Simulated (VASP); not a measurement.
Write the native input for VASP 6.6.1 that does the following.

```
Task                   : relaxation of cell and atoms
Functional             : PBE
Potentials or basis    : VASP PAW PBE potentials, release 64 (W_sv, C)
Cutoff                 : 520 eV
k mesh                 : 3 × 3 × 4
Occupations            : gaussian, width 0.1 eV
Spin                   : no spin polarisation
Further INCAR settings : ALGO = Fast; EDIFF = 1e-07; IBRION = 2; EDIFFG = -0.002; NSW = 80; ISIF = 3
```

The structure of WC lies in POSCAR:

```
WC                                      
1.0
    2.9480486213      0.0000000000      0.0000000000
   -1.4740243107      2.5530850017      0.0000000000
    0.0000000000      0.0000000000      2.8345032029
  W               C             
     1     1
Direct
     0.0000000000000000    0.0000000000000000    0.0000000000000000
     0.6666666699999979    0.3333333300000021    0.5000000000000000
```

These files were run (other wordings do the same):

INCAR

```
SYSTEM = WC
PREC = Accurate
ENCUT = 520
EDIFF = 1E-7
ISMEAR = 0
SIGMA = 0.1
LREAL = .FALSE.
LASPH = .TRUE.
NELM = 100
ALGO = Fast
ISIF = 3
LWAVE = .FALSE.
LCHARG = .FALSE.
GGA = PE
IBRION = 2
NSW = 80
EDIFFG = -0.002
```

KPOINTS

```
Automatic mesh
0
G
  3 3 4
  0 0 0
```

Potentials or basis: VASP PAW PBE potentials, release 64 (W_sv, C).

Launch:

```bash
$ cat potpaw_PBE.64/W_sv/POTCAR potpaw_PBE.64/C/POTCAR > POTCAR
$ mpirun -np 1 vasp_std > vasp.out
```

It gave:

| Item | Value |
| --- | --- |
| Pressure after relaxing | 0.0 GPa |
| Band gap on the k mesh | none (metal or under the smearing width) |

Caveat: the k mesh is coarse (spacing up to 0.82 Å⁻¹), so the values aren't converged; the relaxation stopped at its first step, so nothing moved.

Run time: 3.9 s on 1 thread of Intel(R) Xeon(R) Platinum 8488C (Sapphire Rapids) (shared host), peak memory 0.13 GiB.
